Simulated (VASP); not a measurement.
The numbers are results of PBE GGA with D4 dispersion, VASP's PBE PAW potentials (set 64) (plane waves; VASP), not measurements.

A VASP calculation is set up with these files.

**INCAR**
```
ALGO  =  Normal
EDIFF  =  1E-7
EDIFFG  =  -0.01
ENCUT  =  520
GGA  =  PE
IBRION  =  2
ISIF  =  4
ISMEAR  =  1
IVDW  =  13
LASPH  =  .TRUE.
LCHARG  =  .FALSE.
LMAXMIX  =  4
LREAL  =  .FALSE.
LWAVE  =  .FALSE.
NELM  =  100
NSW  =  30
PREC  =  Accurate
SIGMA  =  0.1
SYSTEM  =  Zn
```

**POSCAR**
```
Zn
1.0
  1.3459662040  -2.3312822828   0.0000000000
  1.3459662040   2.3312822828   0.0000000000
  0.0000000000   0.0000000000   4.7250111814
Zn
2
Cart
  1.3459662040   0.7770956485   1.1812527954
  1.3459662040  -0.7770956485   3.5437583861
```

### KPOINTS
```
Automatic mesh
0
Gamma
16 16 8
0 0 0
```

POTCAR, in this order: Zn (PBE.64 set). Program: vasp_std.

Output

### OSZICAR
```
       N       E                     dE             d eps       ncg     rms          rms(c)
DAV:   1     0.948412071104E+02    0.94841E+02   -0.12919E+04  4928   0.238E+03
DAV:   2     0.232008279952E+00   -0.94609E+02   -0.93359E+02  4888   0.301E+02
DAV:   3    -0.241907872884E+01   -0.26511E+01   -0.26475E+01  5976   0.621E+01
DAV:   4    -0.242661390648E+01   -0.75352E-02   -0.75349E-02  5712   0.330E+00
DAV:   5    -0.242662483857E+01   -0.10932E-04   -0.10932E-04  5808   0.105E-01    0.419E+00
DAV:   6    -0.222334910345E+01    0.20328E+00   -0.99602E-01  4968   0.224E+01    0.314E+00
DAV:   7    -0.221393242410E+01    0.94167E-02   -0.30296E-02  6104   0.326E+00    0.161E+00
DAV:   8    -0.220933497600E+01    0.45974E-02   -0.17086E-03  6584   0.702E-01    0.454E-02
DAV:   9    -0.220933626152E+01   -0.12855E-05   -0.22939E-04  6752   0.232E-01    0.332E-02
DAV:  10    -0.220933903888E+01   -0.27774E-05   -0.23639E-05  5360   0.658E-02    0.300E-03
DAV:  11    -0.220933884639E+01    0.19250E-06   -0.12982E-07  5008   0.520E-03    0.173E-03
DAV:  12    -0.220933848087E+01    0.36552E-06   -0.32452E-08  3080   0.364E-03    0.815E-05
DAV:  13    -0.220933848666E+01   -0.57935E-08   -0.92440E-09  2928   0.104E-03
   1 F= -.28647749E+01 E0= -.28647521E+01  d E =-.286477E+01
       N       E                     dE             d eps       ncg     rms          rms(c)
DAV:   1    -0.225625885002E+01   -0.46920E-01   -0.89748E-01  5512   0.913E+00    0.130E+00
DAV:   2    -0.222991324114E+01    0.26346E-01   -0.26117E-02  5136   0.313E+00    0.783E-01
DAV:   3    -0.221547931002E+01    0.14434E-01   -0.17960E-02  6664   0.250E+00    0.792E-02
DAV:   4    -0.221565704557E+01   -0.17774E-03   -0.21656E-03  5080   0.552E-01    0.518E-02
DAV:   5    -0.221565474715E+01    0.22984E-05   -0.20504E-05  5712   0.971E-02    0.718E-03
DAV:   6    -0.221565339431E+01    0.13528E-05   -0.20146E-06  5912   0.186E-02    0.852E-04
DAV:   7    -0.221565342484E+01   -0.30529E-07   -0.19334E-07  4120   0.564E-03
   2 F= -.28712867E+01 E0= -.28711500E+01  d E =-.651174E-02
       N       E                     dE             d eps       ncg     rms          rms(c)
DAV:   1    -0.238104272934E+01   -0.16539E+00   -0.34687E+00  5624   0.180E+01    0.254E+00
DAV:   2    -0.227772533690E+01    0.10332E+00   -0.10583E-01  5168   0.576E+00    0.153E+00
DAV:   3    -0.222197716514E+01    0.55748E-01   -0.73649E-02  6424   0.453E+00    0.165E-01
DAV:   4    -0.222264348377E+01   -0.66632E-03   -0.78811E-03  5096   0.103E+00    0.112E-01
DAV:   5    -0.222262863494E+01    0.14849E-04   -0.10393E-04  5552   0.150E-01    0.187E-02
DAV:   6    -0.222261893531E+01    0.96996E-05   -0.12319E-05  6192   0.564E-02    0.139E-03
DAV:   7    -0.222261913834E+01   -0.20303E-06   -0.14392E-06  5448   0.145E-02    0.106E-03
DAV:   8    -0.222261918674E+01   -0.48404E-07   -0.28263E-08  2752   0.424E-03
   3 F= -.28787442E+01 E0= -.28788393E+01  d E =-.139693E-01
       N       E                     dE             d eps       ncg     rms          rms(c)
DAV:   1    -0.222728448669E+01   -0.46653E-02   -0.99793E-02  5584   0.305E+00    0.432E-01
DAV:   2    -0.222430229892E+01    0.29822E-02   -0.27805E-03  5136   0.104E+00    0.261E-01
DAV:   3    -0.222268456221E+01    0.16177E-02   -0.20615E-03  6672   0.830E-01    0.267E-02
DAV:   4    -0.222270365970E+01   -0.19097E-04   -0.25112E-04  5080   0.192E-01    0.173E-02
DAV:   5    -0.222270386285E+01   -0.20316E-06   -0.22794E-06  5888   0.402E-02    0.196E-03
DAV:   6    -0.222270381336E+01    0.49493E-07   -0.22813E-07  3472   0.846E-03
   4 F= -.28787337E+01 E0= -.28788497E+01  d E =-.139588E-01
       N       E                     dE             d eps       ncg     rms          rms(c)
DAV:   1    -0.222391057904E+01   -0.12067E-02   -0.25044E-02  5592   0.153E+00    0.216E-01
DAV:   2    -0.222317085072E+01    0.73973E-03   -0.70869E-04  5168   0.526E-01    0.131E-01
DAV:   3    -0.222275423661E+01    0.41661E-03   -0.52524E-04  6664   0.416E-01    0.135E-02
DAV:   4    -0.222275965167E+01   -0.54151E-05   -0.62254E-05  5096   0.948E-02    0.883E-03
DAV:   5    -0.222275940464E+01    0.24704E-06   -0.60462E-07  5776   0.206E-02    0.142E-03
DAV:   6    -0.222275940245E+01    0.21873E-08   -0.65832E-08  2736   0.460E-03
   5 F= -.28788384E+01 E0= -.28789423E+01  d E =-.140634E-01
```

### OUTCAR
```
------------------------ aborting loop because EDIFF is reached ----------------------------------------
  Edisp (eV):   -0.65608
  FORCE on cell =-STRESS in cart. coord.  units (eV):
  Direction    XX          YY          ZZ          XY          YZ          ZX
  --------------------------------------------------------------------------------------
  Total      -0.30697    -0.30697    -0.30503     0.00000     0.00000     0.00000
  in kB     -16.58591   -16.58591   -16.48143     0.00000     0.00000     0.00000
  external pressure =      -16.55 kB  Pullay stress =        0.00 kB
  volume of cell :       29.65
      direct lattice vectors                 reciprocal lattice vectors
     1.324251226 -2.293670794  0.000000000     0.377571861 -0.217991179 -0.000000000
     1.324251226  2.293670794  0.000000000     0.377571861  0.217991179  0.000000000
     0.000000000 -0.000000000  4.881242577    -0.000000000 -0.000000000  0.204865869
 POSITION                                       TOTAL-FORCE (eV/Angst)
 -----------------------------------------------------------------------------------
      1.32425      0.76456      1.22031        -0.000000      0.000000      0.000000
      1.32425     -0.76456      3.66093         0.000000     -0.000000     -0.000000
 -----------------------------------------------------------------------------------
    total drift:                                0.000012      0.000071      0.000004
  FREE ENERGIE OF THE ION-ELECTRON SYSTEM (eV)
  ---------------------------------------------------
  free  energy   TOTEN  =        -2.8788383639 eV

  energy  without entropy=       -2.8791500835  energy(sigma->0) =       -2.87894227

 reached required accuracy - stopping structural energy minimisation
```
(Selected blocks of OUTCAR.)

**CONTCAR**
```
Zn
   1.00000000000000
     1.3242512260138288   -2.2936707935921961    0.0000000000000000
     1.3242512260138288    2.2936707935921961    0.0000000000000000
     0.0000000000000000   -0.0000000000000000    4.8812425770522099
  Zn
     2
Direct
     0.3333330000000032    0.6666669999999968    0.2500000000000000
     0.6666669999999968    0.3333330000000032    0.7500000000000000
```

File OUTCAR:
```
 val. band max:        3.2315254630   @ k =   0.3125  -0.0000   0.0000

 cond. band min:       3.4116456387   @ k =   0.3750   0.0625   0.0000


 Fermi energy:         3.3759651402

 k-point     1 :       0.0000    0.0000    0.0000
  band No.  band energies     occupation
      1      -7.3082      2.00000
      2      -5.4143      2.00000
      3      -4.6830      2.00000
      4      -4.4514      2.00000
      5      -4.4514      2.00000
      6      -4.3970      2.00000
      7      -4.3970      2.00000
      8      -4.0661      2.00000
      9      -4.0661      2.00000
     10      -3.8406      2.00000
     11      -3.8406      2.00000
     12      -0.4326      2.00000
     13       0.3590      2.00000
     14      17.3972      0.00000
     15      20.9098      0.00000
     16      20.9098      0.00000

 k-point     2 :       0.0625   -0.0000    0.0000
  band No.  band energies     occupation
      1      -7.1908      2.00000
      2      -5.3629      2.00000
      3      -4.6713      2.00000
      4      -4.4627      2.00000
      5      -4.4233      2.00000
      6      -4.4099      2.00000
      7      -4.3703      2.00000
      8      -4.0913      2.00000
      9      -4.0775      2.00000
     10      -3.9103      2.00000
     11      -3.8389      2.00000
     12      -0.2415      2.00000
     13       0.4196      2.00000
     14      17.5243      0.00000
     15      18.8067      0.00000
     16      19.8184      0.00000

 k-point     3 :       0.1250   -0.0000    0.0000
  band No.  band energies     occupation
      1      -6.8446      2.00000
      2      -5.2264      2.00000
      3      -4.6484      2.00000
      4      -4.4866      2.00000
      5      -4.4300      2.00000
      6      -4.3423      2.00000
      7      -4.2937      2.00000
      8      -4.1908      2.00000
      9      -4.1082      2.00000
     10      -4.0486      2.00000
     11      -3.8359      2.00000
     12       0.2870      2.00000
     13       0.6121      2.00000
...
```

The compound is Zn in the hcp structure. This cell is one point of a volume scan, at 1.03 of the reference volume. Symmetry was kept, so distortions that lower it aren't found.
